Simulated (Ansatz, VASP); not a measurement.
# Cross-check of SrCl2 between VASP and Ansatz

One calculation is typed for both programs; each brings its own data sets and cutoff. How far apart do they land? The cell is taken from a series of VASP runs on this material, whose earlier steps may have relaxed, scaled or displaced it; both programs get it as it stands.

Calculated with Ansatz 0.2.0; plane waves, with VASP 6.6.1 beside it; relaxation of cell and atoms at LDA and relaxation of cell and atoms at r2SCAN with rVV10.

## (1) Set-up

Symmetry: Fm-3m, No. 225, cubic system. The conventional cell has a = 6.808 Å, b = 6.808 Å, c = 6.808 Å, α = 90.00°, β = 90.00°, γ = 90.00°. Nearest to Sr lie 8 Cl at 2.95 Å. Nearest to Cl lie 4 Sr at 2.95 Å. Farther neighbours and most contacts between anions are not listed.

## (2) VASP: relaxation of cell and atoms, LDA

The relaxed volume is the usual yardstick between codes: its relative difference is about their pressure difference at one cell divided by the bulk modulus.

Lines of VASP's logs that name or quote its potential files are left out, and so is its time.

INCAR

```
SYSTEM = SrCl2
PREC = Accurate
ENCUT = 450
EDIFF = 1E-06
NELM = 100
ISMEAR = 0
SIGMA = 0.03
LREAL = .FALSE.
ALGO = Normal
GGA = CA
NBANDS = 18
LORBIT = 11
LWAVE = .FALSE.
LCHARG = .FALSE.
KPAR = 4
IBRION = 2
NSW = 50
ISIF = 3
EDIFFG = -0.006
```

POSCAR

```
SrCl2
1.0
    0.0000000000      3.4042253217      3.4042253217
    3.4042253217      0.0000000000      3.4042253217
    3.4042253217      3.4042253217      0.0000000000
Sr Cl
1 2
Direct
    0.0000000000      0.0000000000      0.0000000000
    0.7500000000      0.7500000000      0.7500000000
    0.2500000000      0.2500000000      0.2500000000
```

KPOINTS

```
Automatic mesh
0
Gamma
6 6 6
0 0 0
```

PAW data sets: Sr_sv and Cl (LDA family, release 64).

The run is started by

```bash
mpirun -np 4 vasp_std
```

Numbers of over 12 decimals in the logs are rounded to 6 here.

The program printed:

```text
[banner, memory and clock lines left out]
running    4 mpi-ranks, on    1 nodes
 distrk:  each k-point on    1 cores,    4 groups
 distr:  one band on    1 cores,    1 groups

 POSCAR found type information on POSCAR SrCl
 POSCAR found :  2 types and       3 ions
 LDA part: xc-table for (Slater(with rela. corr.)+CA(PZ))
 , standard interpolation
 POSCAR, INCAR and KPOINTS ok, starting setup
 FFT: planning ... GRIDC
 FFT: planning ... GRID_SOFT
 FFT: planning ... GRID
 WAVECAR not read
 entering main loop
       N       E                     dE             d eps       ncg     rms          rms(c)
DAV:   1     0.133088755963E+03    0.13309E+03   -0.10719E+04   576   0.107E+03
DAV:   2    -0.638489858324E+01   -0.13947E+03   -0.13575E+03   742   0.223E+02
DAV:   3    -0.141181226613E+02   -0.77332E+01   -0.77156E+01   792   0.543E+01
DAV:   4    -0.143845482346E+02   -0.26643E+00   -0.26617E+00   974   0.837E+00
DAV:   5    -0.143872778162E+02   -0.27296E-02   -0.27292E-02   828   0.753E-01    0.163E+01
DAV:   6    -0.141123277925E+02    0.27495E+00   -0.54576E-01   690   0.409E+00    0.105E+01
DAV:   7    -0.140822763761E+02    0.30051E-01   -0.31457E-01   750   0.343E+00    0.142E+00
DAV:   8    -0.140762415593E+02    0.60348E-02   -0.55578E-02   678   0.127E+00    0.321E-01
DAV:   9    -0.140766007372E+02   -0.35918E-03   -0.14655E-03   744   0.256E-01    0.116E-01
DAV:  10    -0.140767789378E+02   -0.17820E-03   -0.12929E-04   776   0.654E-02    0.298E-02
DAV:  11    -0.140768110273E+02   -0.32089E-04   -0.23570E-05   728   0.317E-02    0.173E-02
DAV:  12    -0.140768128643E+02   -0.18370E-05   -0.47730E-06   846   0.118E-02    0.468E-03
DAV:  13    -0.140768132795E+02   -0.41521E-06   -0.46685E-07   544   0.421E-03
   1 F= -.14076813E+02 E0= -.14076813E+02  d E =-.140768E+02
 curvature:   0.00 expect dE= 0.000E+00 dE for cont linesearch  0.000E+00
 trial: gam= 0.00000 g(F)=  0.519E-48 g(S)=  0.193E-04 ort = 0.000E+00 (trialstep = 0.100E+01)
 search vector abs. value=  0.193E-04
 bond charge predicted
       N       E                     dE             d eps       ncg     rms          rms(c)
DAV:   1    -0.140769529514E+02   -0.14009E-03   -0.29297E-03   724   0.370E-01    0.879E-02
DAV:   2    -0.140768433470E+02    0.10960E-03   -0.28464E-04   700   0.102E-01    0.298E-02
DAV:   3    -0.140768196285E+02    0.23719E-04   -0.65291E-05   960   0.479E-02    0.231E-02
DAV:   4    -0.140768195095E+02    0.11898E-06   -0.47746E-06  1012   0.117E-02
   2 F= -.14076820E+02 E0= -.14076820E+02  d E =-.623001E-05
 trial-energy change:   -0.000006  1 .order   -0.000013   -0.000019   -0.000006
 step:   1.4713(harm=  1.4713)  dis= 0.00000  next Energy=   -14.076827 (dE=-0.142E-04)
 reached required accuracy - stopping structural energy minimisation
```

OUTCAR, selected parts (step 2):

```text
ion  position               nearest neighbor table
   1  0.000  0.000  0.000-   2 2.95   2 2.95   2 2.95   2 2.95   3 2.95   3 2.95   3 2.95   3 2.95

  LATTYP: Found a face centered cubic cell.
 ALAT       =     6.8084506434

 Subroutine GETGRP returns: Found 48 space group operations
 (whereof 48 operations were pure point group operations)

The static configuration has the point symmetry O_h .

 Found     16 irreducible k-points:

   k-points           NKPTS =     16   k-points in BZ     NKDIM =     16   number of bands    NBANDS=     18

   dimension x,y,z NGX =    36 NGY =   36 NGZ =   36
   dimension x,y,z NGXF=    72 NGYF=   72 NGZF=   72

   ENCUT  =  450.0 eV  33.07 Ry    5.75 a.u.   8.33  8.33  8.33*2*pi/ulx,y,z

   NELECT =      24.0000    total number of electrons

 k-points in reciprocal lattice and weights: Automatic mesh
   0.00000000  0.00000000  0.00000000       0.005
   0.16666667  0.00000000  0.00000000       0.037
   0.33333333  0.00000000  0.00000000       0.037
   0.50000000  0.00000000  0.00000000       0.019
   0.16666667  0.16666667  0.00000000       0.028
   0.33333333  0.16666667  0.00000000       0.111
   0.50000000  0.16666667  0.00000000       0.111
  -0.33333333  0.16666667  0.00000000       0.111
  -0.16666667  0.16666667  0.00000000       0.056
[...]
-0.33333333  0.33333333  0.16666667       0.111
  -0.33333333  0.50000000  0.16666667       0.056

 average (electrostatic) potential at core
       1 -37.8227       2 -96.7868       3 -96.7868

 E-fermi :   0.6046

 k-point     1 :       0.0000    0.0000    0.0000
  band No.  band energies     occupation
    ...
      8      -1.9890      2.00000
      9      -1.9890      2.00000
     10       0.1025      2.00000
     11       0.1025      2.00000
     12       0.1025      2.00000
     13       5.6476      0.00000
     14       6.2470      0.00000
     15       6.2470      0.00000
     16       9.3083      0.00000
     17       9.3083      0.00000
    ...

 k-point     2 :       0.1667    0.0000    0.0000
  band No.  band energies     occupation
    ...
      8      -1.8721      2.00000
      9      -1.7592      2.00000
     10      -0.2641      2.00000
     11      -0.0764      2.00000
     12      -0.0764      2.00000
     13       6.2843      0.00000
     14       6.5020      0.00000
     15       6.5020      0.00000
     16       8.3611      0.00000
     17       9.2165      0.00000
    ...

 k-point     3 :       0.3333    0.0000    0.0000
  band No.  band energies     occupation
    ...
      8      -1.5838      2.00000
      9      -1.3256      2.00000
     10      -0.8695      2.00000
     11      -0.4538      2.00000
     12      -0.4538      2.00000
     13       6.8733      0.00000
     14       6.8733      0.00000
     15       7.1066      0.00000
     16       8.5456      0.00000
     17       9.1803      0.00000
    ...

  Total       -0.0064018     -0.0064018     -0.0064018      0.0000000      0.0000000     -0.0000000
  in kB       -0.1301205     -0.1301205     -0.1301205      0.0000000      0.0000000     -0.0000000
  external PRESSURE =      -0.1301205 kB  Pullay stress =       0.0000000 kB

  energy-cutoff  :      450.00
  volume of cell :       78.83
      direct lattice vectors                 reciprocal lattice vectors
     0.000000000  3.403131256  3.403131256    -0.146923513  0.146923513  0.146923513
     3.403131256  0.000000000  3.403131256     0.146923513 -0.146923513  0.146923513
     3.403131256  3.403131256  0.000000000     0.146923513  0.146923513 -0.146923513

 POSITION                                       TOTAL-FORCE (eV/Angst)
 -----------------------------------------------------------------------------------
      3.40313      0.00000      3.40313        -0.000000     -0.000000     -0.000000
      5.10470      5.10470      5.10470         0.000000      0.000000      0.000000
      1.70157      1.70157      1.70157        -0.000000     -0.000000     -0.000000
 -----------------------------------------------------------------------------------
    total drift:                                0.000000      0.000000      0.000000

  FREE ENERGIE OF THE ION-ELECTRON SYSTEM (eV)
  ---------------------------------------------------
  free  energy   TOTEN  =       -14.0768195095 eV

  energy  without entropy=      -14.0768195095  energy(sigma->0) =      -14.07681951

 reached required accuracy - stopping structural energy minimisation

 total charge
# of ion       s       p       d       tot
------------------------------------------
    1        2.001   5.770   0.188   7.960
    2        1.589   3.564   0.000   5.153
    3        1.589   3.564   0.000   5.153
--------------------------------------------------
tot          5.179  12.898   0.188  18.266

[... 3 further parts left out ...]
```

CONTCAR:

```
SrCl2
   1.00000000000000
     0.0000000000000000    3.4031312563918150    3.4031312563918150
     3.4031312563918150    0.0000000000000000    3.4031312563918150
     3.4031312563918150    3.4031312563918150    0.0000000000000000
  Sr              Cl
     1     2
Direct
     0.0000000000000000    1.0000000000000000    0.0000000000000000
     0.7500000000000000    0.7500000000000000    0.7500000000000000
     0.2500000000000000    0.2500000000000000    0.2500000000000000
```

The run keeps the 48 symmetry operations of its start, so it cannot find a distortion of lower symmetry.

## (3) Ansatz: relaxation of cell and atoms, LDA

Ansatz runs on its default PAW (the set named soft_2) files.

The same cell, functional (in two slightly different forms), mesh and smearing now go to Ansatz, which takes its cutoff from its data sets.

input.yaml

```yaml
crystal:
  lattice:
    - [0.0, 3.4042253217, 3.4042253217]
    - [3.4042253217, 0.0, 3.4042253217]
    - [3.4042253217, 3.4042253217, 0.0]
  atoms:
    - { symbol: Sr, position: [0.0, 0.0, 0.0] }
    - { symbol: Cl, position: [0.75, 0.75, 0.75] }
    - { symbol: Cl, position: [0.25, 0.25, 0.25] }
hamiltonian:
  xc: lda
  pseudopotentials: { kind: paw }
kpoints:
  mp_grid: { grid: [6, 6, 6] }
scf:
  occupations: { method: gaussian, width: 0.03 }
relax:
  f_tol: 0.01
  max_steps: 60
  cell: { stress_tol: 0.05 }
output:
  forces: true
  stress: true
```

The run is started by

```bash
ansatz run input.yaml --threads 4 --pin off --max-ram 9216MiB --backend cpu --events-out ev --progress --plain --runs-dir out
```

The program printed:

```text
Engine: ansatz 0.2.0, aarch64-unknown-linux-gnu
Pseudopotentials: kind: paw
Pseudopotential: Sr, paw, valence charge 10, recommended cutoff 420 eV (normal), Sr.paw.azcp
Pseudopotential: Cl, paw, valence charge 7, recommended cutoff 420 eV (normal), Cl.paw.azcp
Functional definition: SPW92
  exchange = slater_x
  correlation = pw_c
Crystal: 3 atoms, lattice volume = 78.901 Å³
Basis set: ecut = 420 eV, 1471 PW (Γ)
Bands: 16, of which v1, the nominal top of the filled ones, is band 12 counted from 1 (11 counted from 0)
Symmetry: 48 space group operations
Space group: Fm-3m (ITA 225), of the structure as read, at distance tolerance 4.3e-5 Å
k-points: 16 of 216
Non-local potential: Sr, projectors of the file, l = 0: 3, l = 1: 2, l = 2: 2
Non-local potential: Cl, projectors of the file, l = 0: 2, l = 1: 2, l = 2: 2
PAW form: soft (Blöchl's): semilocal exchange-correlation on the pseudo side does not see the compensation charge
PAW frozen core: Sr, regenerated for the run's functional, and the local potential with it (the file was generated under x = pbe(κ = 0.804, μ = 0.219515), c = pbe(β = 0.066725))
PAW frozen core: Cl, regenerated for the run's functional, and the local potential with it (the file was generated under x = pbe(κ = 0.804, μ = 0.219515), c = pbe(β = 0.066725))
PAW one-centre angular grid: Sr, 110 points (default); XC on 64 Gauss nodes
PAW one-centre angular grid: Cl, 110 points (default); XC on 64 Gauss nodes
Initial density: superposition of atomic densities (neutral atoms: chi_scale 0, normalization atom), corrected by the library's trained network
Initial wavefunctions: pseudopotential atomic-orbital guess
Functional: x = slater, c = lda
SCF iter   1: F=—  HF=-5540.102993 eV  |F-HF|=—  |Δ(HF+E_count)|=         —  Δρ=6.45e-3  dr2=3.24e-2  ethr=1.77e-3  ⟨swp⟩=9.5  Hψ=1852  notcnv=0
preconditioner: auto → none  [insulator: Δε(μ)=4.980 eV  Ē_g=13.926 eV  σ=0.030 eV  W_gap=1.00  n_scr=14 (ndim 8)  ℏωp=19.6 eV  f_vac=0.075  D(μ)=0.00/eV (n_scr^D=0)  ε∞_Penn≈3.0]
SCF iter   2: F=—  HF=-5540.095080 eV  |F-HF|=—  |Δ(HF+E_count)|=   7.91e-3  Δρ=2.86e-3  dr2=2.83e-3  ethr=1.35e-4  ⟨swp⟩=2.9  Hψ=582  notcnv=0
SCF iter   3: F=—  HF=-5540.094505 eV  |F-HF|=—  |Δ(HF+E_count)|=   5.75e-4  Δρ=1.14e-3  dr2=5.22e-4  ethr=1.18e-5  ⟨swp⟩=2.4  Hψ=372  notcnv=0
SCF iter   4: F=—  HF=-5540.094387 eV  |F-HF|=—  |Δ(HF+E_count)|=   1.18e-4  Δρ=3.90e-5  dr2=4.21e-7  ethr=2.18e-6  ⟨swp⟩=2.0  Hψ=363  notcnv=0
SCF iter   5: F=—  HF=-5540.094388 eV  |F-HF|=—  |Δ(HF+E_count)|=   9.00e-7  Δρ=9.87e-6  dr2=2.66e-8  ethr=1.75e-9  ⟨swp⟩=2.9  Hψ=559  notcnv=0
SCF iter   6: F=-5540.094388 eV  HF=-5540.094388 eV  |F-HF|=8.94e-10  |Δ(HF+E_count)|=   5.95e-9  Δρ=2.69e-6  dr2=1.90e-9  ethr=1.11e-10  ⟨swp⟩=2.6  Hψ=967  notcnv=0
SCF 1 converged in 6 iterations: F = -5540.094388 eV  dr2 = 1.90e-9
  greatest PAW one-centre occupation: 0.986 electrons in one spin orbital (limit 2), on the Sr atom at site 0 (counted from 0), in its partial waves of l = 0
relax step   1: F+E_penalty+E_count = -5540.09438803 eV  Δ(F+E_penalty+E_count) = +0.000e0 eV  max|allowed force component| = 1.060e-18 eV/Å  Δτ_max = 0.0000 Å  P = -0.160 GPa  Ω = 78.901 Å³  (6 SCF iters, dr2 threshold 1.00e-7 eV, accepted)
[...]
relax step   2: F+E_penalty+E_count = -5540.09453664 eV  Δ(F+E_penalty+E_count) = -1.486e-4 eV  max|allowed force component| = 2.024e-17 eV/Å  Δτ_max = 0.0000 Å  P = +0.022 GPa  Ω = 78.574 Å³  energy of the carried Pulay correction = +7.173e-6 eV  (4 SCF iters, dr2 threshold 6.39e-8 eV, accepted)
[...]
relax step   3: F+E_penalty+E_count = -5540.09453088 eV  Δ(F+E_penalty+E_count) = +5.763e-6 eV  max|allowed force component| = 2.005e-17 eV/Å  Δτ_max = 0.0000 Å  P = +0.022 GPa  Ω = 78.574 Å³  stress off target by 2.19e-2 GPa  SCF on the basis re-selected at this cell (its energy is not comparable with the rows above)  (4 SCF iters)
basis re-selected at this cell: Δ(F+E_penalty+E_count) = +5.763e-6 eV, ΔP = -0.000 GPa vs the last step (what re-selecting the basis moved, of the pressure what is left beyond the Pulay correction that the steps carried, after the strain that the cell walked since its last selection, with what the two solves' SCF thresholds leave and, on support functions, any second-order correction that the steps lacked; it is no m [...]
SCF converged after 4 iterations
Free energy (F): -5540.094531 eV
Harris-Foulkes:  -5540.094531 eV  (|F-HF|=9.09e-13)
Internal energy: -5540.094531 eV  (E = F + TS)
E sigma→0 (E₀):  -5540.094531 eV
Fermi energy:    6.178016 eV
--- Per-component energies (eV) ---
  E_band       = -134.946741
  E_kinetic    = 569.922230
  E_local      = -1140.053834  (includes V_loc(G=0)·N_el)
  E_nonlocal   = 266.567990
  E_hartree    = 307.647265
  E_xc         = -384.953241
  E_vxc        = -406.738360  (∫ρ·V_xc dr)
  E_paw        = -3847.716692  (= ΣΔE_a)
  E_vpaw       = -39.939472  (= ΣTr[D̂ρ^β])
  E_aug_tail   = 0.000198  (compensation charges beyond the density's cutoff)
  E_ewald      = -1312.183565
  E_core_change = 0.675119  (= ΣΔE_core)
  E_smearing   = -0.000000  (= −TS)
  E_closure    = -0.000000  (closes the sum)
  Σ components = -5540.094531   (vs F -5540.094531, Δ=0.00e0)
--- Forces (eV/Å), atoms counted from 1 ---
  atom   1  Sr    -0.00000000     0.00000000    -0.00000000
  atom   2  Cl    -0.00000000    -0.00000000    -0.00000000
  atom   3  Cl     0.00000000     0.00000000     0.00000000
  max |Σ_I F_I| component: 1.16e-18 eV/Å
--- Stress (GPa, compression-positive) ---
        0.021937      -0.000000      -0.000000
        0.000000       0.021937       0.000000
       -0.000000       0.000000       0.021937
  P = ⅓ Tr σ = 0.0219 GPa (0.219 kbar)
--- Relaxed structure (2 steps of the walk, 2 accepted, 1 SCFs on fresh bases) ---
  F+E_penalty+E_count = -5540.09453088 eV   max|allowed force component| = 2.005e-17 eV/Å   (the final SCF, on the basis selected at the relaxed cell)
  cell:  # Å, volume = 78.5744 Å³
    - [0, 3.399516, 3.399516]
    - [3.399516, 0, 3.399516]
    - [3.399516, 3.399516, 0]
  atoms:
    - { symbol: Sr, position: [0, 0, 0] }
    - { symbol: Cl, position: [0.75, 0.75, 0.75] }
    - { symbol: Cl, position: [0.250000, 0.250000, 0.250000] }
```

Elapsed: 1.9 s, on 4 threads of Arm Neoverse N1, shared host; peak memory 0.32 GiB; 6.3 s of CPU time.

## (4) Comparison

Known differences besides the potentials themselves: the two LDA forms differ slightly; both relaxations stop at a tolerance, which leaves soft axes loose, and VASP keeps its plane-wave basis; the cutoff is 420 eV in Ansatz and 450 eV in VASP; VASP's log shows a relativistic correction to its local exchange, Ansatz's none; Ansatz adds a Pulay correction to the stress that steers its cell, VASP none. Total energies have different zeros and are not compared.

Both answers:

```tsv
quantity	Ansatz	VASP	difference
volume (Å³)	78.57	78.83	-0.32 %
edge a after relaxation, in the typed setting (Å)	4.808	4.813	-0.11 %
```

The walks stopped with 0.02 GPa left in Ansatz and -0.01 GPa in VASP; each walk ends within a tolerance, so the volume difference is uncertain by about these residues over the bulk modulus, most in soft cells.

[end of part 1 of 2]

[Lines on the potential files, build, host, timing and source positions are cut from VASP's logs without a mark.]

[Logs are printed without paths, hosts, clocks, repeated set-up lines and the standing remarks that a program may print on its own settings, such as how far it seeks lower states.]

[Hosts, paths, dates, database ids (printed as entryN), source tags and the programs' standing remarks are cut or masked in the printed files.]
